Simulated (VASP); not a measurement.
The system is Bi.

```xyz
2
Lattice="2.2679 1.3094 3.8790 -2.2679 1.3094 3.8790 0.0000 -2.6187 3.8790" Properties=species:S:1:pos:R:3 pbc="T T T"
Bi    0.0000    0.0000    2.7587
Bi    0.0000    0.0000    8.8782
```

Base run:

- Program: VASP 6.6.1
- Functional: PBE
- Potentials or basis: VASP PAW PBE potentials, release 64 (Bi_d)
- Cutoff: 520 eV
- k mesh: 10 × 10 × 10
- Occupations: methfessel-paxton, width 0.1 eV
- Spin: no spin polarisation

Its results: pressure 2.1 GPa.

The run is repeated on the same cell with these changes: functional from PBE to LDA; potentials or basis from VASP PAW PBE potentials, release 64 (Bi_d) to VASP PAW LDA potentials, release 64 (Bi_d). What comes out?

Pressure -1.5 GPa.
